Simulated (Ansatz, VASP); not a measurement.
# Cd2SO in VASP and in Ansatz

```
O S Cd
1.0
     1.80209    1.04043    5.84499
    -1.80209    1.04043    5.84499
     0.00000   -2.08087    5.84499
O S Cd
1 1 2
Direct
  0.00000 0.00000 0.00000
  0.50000 0.50000 0.50000
  0.26083 0.26083 0.26083
  0.73917 0.73917 0.73917
```

Alike in both runs: task single point; functional PBE; k mesh 8 × 8 × 8; occupations fermi-dirac, width 0.02 eV; non-collinear spin, spin-orbit coupling.

|  | VASP | Ansatz |
| --- | --- | --- |
| version | VASP 6.6.1 | Ansatz 0.2.0 |
| potentials or method | VASP PAW PBE potentials, release 64 (O, S, Cd) | plane waves, PAW |
| plane-wave cutoff (eV) | 520 | 420 |
| valence electrons in the cell | 36 | 52 |

|  | VASP | Ansatz | Ansatz less VASP |
| --- | --- | --- | --- |
| pressure (GPa) | 3.7 | 3.0 | -0.74 |
| rms of the force components (eV/Å) | 0.043 | 0.040 | -0.0039 |
| net moment per atom (μB) | 0.00 | 0.00 | 0.000 |

Atom by atom the forces differ by 0.004 eV/Å (rms over components). The functional is the same, so the differences come from potentials, cutoffs and numerics. The two sets of potentials don't hold the same shells in valence.
